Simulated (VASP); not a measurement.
Input:

```
ZrAs
1.0
    3.35427     0.00000     0.00000
    0.00000     3.35427     0.00000
    0.00000     0.00000     3.35427
Zr As
1 1
Direct
  0.00000   0.00000   0.00000
  0.50000   0.50000   0.50000
```

All values below come from r2SCAN meta-GGA, VASP's PBE PAW potentials (set 64) (plane waves; VASP). Settings: 400 eV cut-off, 12×12×12 Γ-centred mesh, tetrahedra with Blöchl corrections, potentials Zr_sv As.

**Question.** Give the energies of bands 6 to 11 at the high-symmetry points, in eV from the Fermi level.

**Answer.** 
```tsv
band	Γ	X	M	R
6	-1.68	-6.49	-3.86	-5.24
7	-1.68	-1.34	-3.86	-5.24
8	0.44	-1.34	-1.34	-5.24
9	0.44	-0.71	1.41	4.25
10	0.44	3.61	1.41	4.25
11	3.25	4.49	1.97	4.25
```

It has no gap at this level: it comes out as a metal or semimetal.

The structure was generated: ZrAs was put into the CsCl type type (Pm-3m), which need not be its known phase. It was relaxed first, which changed the volume by -32 %. The electron count is odd and the run is not spin-polarised, which forces a metal.
